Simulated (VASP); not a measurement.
An input for Ansatz (written as the equivalent of a VASP run, and not itself run):

Ansatz 0.2 input:
```yaml
crystal:
  lattice:
    - [0.0087455, 5.9567529, 5.9240885]
    - [5.9567529, 0.0087455, 5.9240885]
    - [2.9827492, 2.9827492, 0.0000000]
  atoms:
    - { symbol: Ga, position: [0.9990425, 0.9990425, 0.0019149] }
    - { symbol: Ga, position: [0.9769817, 0.5089536, 0.0140647] }
    - { symbol: Ga, position: [0.5089536, 0.9769817, 0.0140647] }
    - { symbol: Ga, position: [0.5139667, 0.5139667, 0.9720666] }
    - { symbol: Sb, position: [0.1261614, 0.1261614, 0.2476772] }
    - { symbol: Sb, position: [0.1258271, 0.6235298, 0.2506431] }
    - { symbol: Sb, position: [0.6235298, 0.1258271, 0.2506431] }
    - { symbol: P, position: [0.6255371, 0.6255371, 0.2489258] }
kpoints:
  mp_grid: { grid: [4, 4, 8] }
hamiltonian:
  xc: pbesol
  pseudopotentials: { kind: paw }
scf:
  occupations: { method: methfessel_paxton, width: 0.1 }
  max_iter: 100
relax:
  max_steps: 60
  f_tol: 0.02
  cell: {}
output: { forces: true, stress: true, eigenvalues: true }
```

Task: Translate this input to VASP (INCAR, KPOINTS, POSCAR, choice of POTCAR).

Result: One answer among several that fit: 
File KPOINTS:
```
Automatic mesh
0
Gamma
 4 4 8
0 0 0
```

File POSCAR:
```
Ga4PSb3
1.0
  0.0087455377   5.9567528580   5.9240885456
  5.9567528580   0.0087455377   5.9240885456
  2.9827491978   2.9827491978   0.0000000000
Ga Sb P
4 3 1
direct
  0.9990425292   0.9990425292   0.0019149415
  0.9769817362   0.5089535727   0.0140646910
  0.5089535727   0.9769817362   0.0140646910
  0.5139667113   0.5139667113   0.9720665775
  0.1261614154   0.1261614154   0.2476771692
  0.1258271383   0.6235297906   0.2506430711
  0.6235297906   0.1258271383   0.2506430711
  0.6255371062   0.6255371062   0.2489257876
```

**INCAR**
```
! general
SYSTEM   =  Ga4PSb3
PREC     =  Accurate
ENCUT    =  400   ! plane-wave cut-off (eV)
LREAL    =  .FALSE.
LASPH    =  .TRUE.   ! aspherical one-centre terms

! electronic loop
EDIFF    =  1E-6   ! SCF stop (eV)
NELM     =  100   ! most electronic steps
ALGO     =  Normal   ! blocked Davidson
LMAXMIX  =  4   ! l cut-off of mixed one-centre charges

! smearing
ISMEAR   =  1   ! Methfessel-Paxton
SIGMA    =  0.1   ! width (eV)

! functional
GGA      =  PS

! ions
IBRION   =  2   ! conjugate gradients
NSW      =  60
ISIF     =  3   ! ions, shape and volume
EDIFFG   =  -0.02   ! ionic stop

! output
LWAVE    =  .FALSE.
LCHARG   =  .FALSE.
```

POTCAR, in this order: Ga_d Sb P (PBE.64 set). Program: vasp_std.

What does not carry over: each code has its own PAW files, so the cut-off isn't converted (ENCUT is set for VASP's; basis.ecutwfc is left out, and Ansatz then takes the one that its files recommend); Ansatz stops its SCF on the density residual and VASP on the energy change (EDIFF).

The structure was generated: Ga4PSb3 was put into an ordered model structure (Amm2), which need not be its known phase. This run relaxes it. Symmetry was kept, so distortions that lower it aren't found. The start is the result of an earlier pass.
